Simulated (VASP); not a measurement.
All values below come from PBE GGA, VASP's PBE PAW potentials (set 64) (plane waves; VASP 6.6.1).

The input files of a VASP run:

File KPOINTS:
```
K-points
0
G
6 6 4
0 0 0
```

**POSCAR**
```
PtS2
1
    1.8054000000    -3.1270450000     0.0000000000
    1.8054000000     3.1270450000     0.0000000000
    0.0000000000     0.0000000000     5.1408000000
Pt S
1 2
Direct
  0.0000000000   0.0000000000   0.0000000000
  0.3333330000   0.6666670000   0.2300000000
  0.6666670000   0.3333330000   0.7700000000
```

**INCAR**
```
! general
SYSTEM =PtS2
PREC   =Accurate
ENCUT  =250
LREAL  =F
LASPH  =T

! electronic loop
EDIFF  =1E-6
NELM   =100
ALGO   =Normal
LMAXMIX=6

! smearing
ISMEAR =0
SIGMA  =0.05

! functional
GGA    =PE

! ions
ISIF   =2

! output
LWAVE  =F
LCHARG =F
```

POTCAR, in this order: Pt S (PBE.64 set). Program: vasp_std.

Output

File OSZICAR:
```
       N       E                     dE             d eps       ncg     rms          rms(c)
DAV:   1     0.637833614909E+02    0.63783E+02   -0.68523E+03   768   0.693E+02
DAV:   2    -0.143102654381E+02   -0.78094E+02   -0.76666E+02   958   0.177E+02
DAV:   3    -0.167208104520E+02   -0.24105E+01   -0.24054E+01   832   0.356E+01
DAV:   4    -0.167468257729E+02   -0.26015E-01   -0.26012E-01   972   0.388E+00
DAV:   5    -0.167472625936E+02   -0.43682E-03   -0.43682E-03   881   0.465E-01    0.179E+01
DAV:   6    -0.156540012178E+02    0.10933E+01   -0.80458E+00   741   0.288E+01    0.121E+01
DAV:   7    -0.154108260008E+02    0.24318E+00   -0.14360E+00   741   0.127E+01    0.593E+00
DAV:   8    -0.153969282792E+02    0.13898E-01   -0.91917E-02   776   0.208E+00    0.126E+00
DAV:   9    -0.153916378767E+02    0.52904E-02   -0.15673E-02   846   0.138E+00    0.243E-01
DAV:  10    -0.153919127425E+02   -0.27487E-03   -0.19724E-03   867   0.311E-01    0.826E-02
DAV:  11    -0.153919754582E+02   -0.62716E-04   -0.64320E-05   920   0.698E-02    0.435E-02
DAV:  12    -0.153919810345E+02   -0.55764E-05   -0.12784E-05   881   0.324E-02    0.112E-02
DAV:  13    -0.153919822588E+02   -0.12243E-05   -0.17369E-06   782   0.963E-03    0.298E-03
DAV:  14    -0.153919824467E+02   -0.18793E-06   -0.33234E-07   563   0.485E-03
   1 F= -.15391982E+02 E0= -.15391982E+02  d E =-.391595E-13
```

OUTCAR:
```
------------------------ aborting loop because EDIFF is reached ----------------------------------------
  FORCE on cell =-STRESS in cart. coord.  units (eV):
  Direction    XX          YY          ZZ          XY          YZ          ZX
  --------------------------------------------------------------------------------------
  Total       -0.3841470     -0.3841471      0.4260264      0.0000000     -0.0000000      0.0000000
  in kB      -10.6032681    -10.6032713     11.7592281      0.0000000     -0.0000000      0.0000000
  external PRESSURE =      -3.1491037 kB  Pullay stress =       0.0000000 kB
  volume of cell :       58.05
      direct lattice vectors                 reciprocal lattice vectors
     1.805400000 -3.127045000  0.000000000     0.276946937 -0.159895364  0.000000000
     1.805400000  3.127045000  0.000000000     0.276946937  0.159895364  0.000000000
     0.000000000  0.000000000  5.140800000     0.000000000  0.000000000  0.194522253
 POSITION                                       TOTAL-FORCE (eV/Angst)
 -----------------------------------------------------------------------------------
      0.00000      0.00000      0.00000        -0.000000      0.000000      0.000000
      1.80540      1.04235      1.18238        -0.000000     -0.000000      0.232151
      1.80540     -1.04235      3.95842         0.000000      0.000000     -0.232151
 -----------------------------------------------------------------------------------
    total drift:                                0.000000     -0.000000      0.000000
  FREE ENERGIE OF THE ION-ELECTRON SYSTEM (eV)
  ---------------------------------------------------
  free  energy   TOTEN  =       -15.3919824467 eV

  energy  without entropy=      -15.3919824467  energy(sigma->0) =      -15.39198245
```
(Selected blocks of OUTCAR.)

At this cut-off the stress carries a Pulay error, which pulls relaxed volumes low.

The compound is PtS2 in the 1T layered structure. The cell was not relaxed at this level. The run is one of a series of settings (ENCUT = 250 against the base run), some of them coarse on purpose.
